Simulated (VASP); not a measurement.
VASP ran on this input.

**KPOINTS**
```
Automatic mesh
0
Gamma
9 9 9
0 0 0
```

INCAR:
```
SYSTEM = Ni3Si
PREC = Accurate
ENCUT = 500
EDIFF = 1E-6
NELM = 100
ALGO = Normal
LREAL = .FALSE.
LASPH = .TRUE.
ISMEAR = 1
SIGMA = 0.1
GGA = PS
LMAXMIX = 4
LWAVE = .FALSE.
LCHARG = .FALSE.
IBRION = 2
ISIF = 3
NSW = 40
EDIFFG = -0.02
```

**POSCAR**
```
Ni3Si
1.0
  3.4591064442   0.0000000000   0.0000000000
  0.0000000000   3.4591064442   0.0000000000
  0.0000000000   0.0000000000   3.4591064442
Si Ni
1 3
Cartesian
  0.0000000000   0.0000000000   0.0000000000
  0.0000000000   1.7295532221   1.7295532221
  1.7295532221   0.0000000000   1.7295532221
  1.7295532221   1.7295532221   0.0000000000
```

POTCAR, in this order: Si Ni (PBE.64 set). Program: vasp_std.

**Question.** Translate this PBEsol calculation to Quantum ESPRESSO's pw.x.

**Answer.** One equivalent input (not run):
```
&CONTROL
  calculation = 'vc-relax'
  pseudo_dir = './pseudo'
  outdir = './out'
  tprnfor = .true.
  tstress = .true.
  nstep = 40
  forc_conv_thr = 0.00078
/
&SYSTEM
  ibrav = 0
  nat = 4
  ntyp = 2
  ecutwfc = 98
  occupations = 'smearing'
  smearing = 'methfessel-paxton'
  degauss = 0.00735
  input_dft = 'pbesol'
/
&ELECTRONS
  conv_thr = 7.3e-08
  electron_maxstep = 100
/
&IONS
/
&CELL
/
ATOMIC_SPECIES
  Si 28.085 Si.upf
  Ni 58.693 Ni.upf
CELL_PARAMETERS angstrom
     3.4591064    0.0000000    0.0000000
     0.0000000    3.4591064   -0.0000000
     0.0000000    0.0000000    3.4591064
ATOMIC_POSITIONS crystal
  Si   0.0000000  0.0000000  0.0000000
  Ni   0.0000000  0.5000000  0.5000000
  Ni   0.5000000  0.0000000  0.5000000
  Ni   0.5000000  0.5000000  0.0000000
K_POINTS automatic
  9 9 9 0 0 0
```
Limits of the translation: the potentials are each code's own (VASP's PAW set, PseudoDojo norm-conserving files in pw.x), so ENCUT and ecutwfc are chosen apart and not converted; conv_thr bounds pw.x's estimated SCF error, while EDIFF bounds the energy change between steps; forc_conv_thr acts on force components and is met together with etot_conv_thr.

The compound is Ni3Si in the L1_2 structure. This run relaxes it. Symmetry was kept, so distortions that lower it aren't found.
